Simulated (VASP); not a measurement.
Data:

```yaml
crystal:
  lattice:
    - [5.10279, 0.00000, 0.00000]
    - [0.00000, 5.10279, 0.00000]
    - [0.00000, 0.00000, 5.24204]
  atoms:
    - { symbol: Zn, position: [0.00000, 0.00000, 0.00000] }
    - { symbol: Ga, position: [0.00000, 0.50000, 0.50000] }
    - { symbol: Ga, position: [0.50000, 0.00000, 0.50000] }
    - { symbol: S, position: [0.73305, 0.73305, 0.23768] }
    - { symbol: S, position: [0.73305, 0.26695, 0.76232] }
    - { symbol: S, position: [0.26695, 0.26695, 0.23768] }
    - { symbol: S, position: [0.26695, 0.73305, 0.76232] }
```

Level of theory: LDA (Ceperley-Alder, Perdew-Zunger), VASP's LDA PAW potentials (set 64) (plane waves; VASP 6.6.1). Settings: 400 eV cut-off, 5×5×5 Γ-centred mesh, tetrahedra with Blöchl corrections, potentials Zn Ga_d S.

Problem. Tabulate the total density of states (states/eV per cell) against energy (eV; zero at the valence-band maximum or, without a gap, the Fermi level).

Solution. 
```json
[
 {"E (eV)": "-9.97", "DOS (states/eV)": "0.00"},
 {"E (eV)": "-9.31", "DOS (states/eV)": "0.00"},
 {"E (eV)": "-8.65", "DOS (states/eV)": "0.00"},
 {"E (eV)": "-7.99", "DOS (states/eV)": "0.00"},
 {"E (eV)": "-7.33", "DOS (states/eV)": "0.00"},
 {"E (eV)": "-6.78", "DOS (states/eV)": "4.31"},
 {"E (eV)": "-6.12", "DOS (states/eV)": "16.9"},
 {"E (eV)": "-5.46", "DOS (states/eV)": "4.58"},
 {"E (eV)": "-4.80", "DOS (states/eV)": "1.33"},
 {"E (eV)": "-4.14", "DOS (states/eV)": "2.52"},
 {"E (eV)": "-3.48", "DOS (states/eV)": "1.13"},
 {"E (eV)": "-2.82", "DOS (states/eV)": "5.97"},
 {"E (eV)": "-2.28", "DOS (states/eV)": "3.41"},
 {"E (eV)": "-1.62", "DOS (states/eV)": "4.93"},
 {"E (eV)": "-0.96", "DOS (states/eV)": "2.45"},
 {"E (eV)": "-0.30", "DOS (states/eV)": "4.04"},
 {"E (eV)": "0.36", "DOS (states/eV)": "0.00"},
 {"E (eV)": "1.02", "DOS (states/eV)": "0.00"},
 {"E (eV)": "1.68", "DOS (states/eV)": "0.00"},
 {"E (eV)": "2.34", "DOS (states/eV)": "0.03"},
 {"E (eV)": "3.00", "DOS (states/eV)": "1.53"},
 {"E (eV)": "3.55", "DOS (states/eV)": "4.75"},
 {"E (eV)": "4.21", "DOS (states/eV)": "2.58"},
 {"E (eV)": "4.87", "DOS (states/eV)": "3.12"},
 {"E (eV)": "5.53", "DOS (states/eV)": "4.21"}
]
```
Within 2 eV below the valence-band maximum the largest weight inside VASP's projection spheres is S p.

The structure comes from a computed database's Ga2ZnS4 entry (P-42m); how it stands against other phases isn't given here. It was relaxed first, which changed the volume by -6 %.
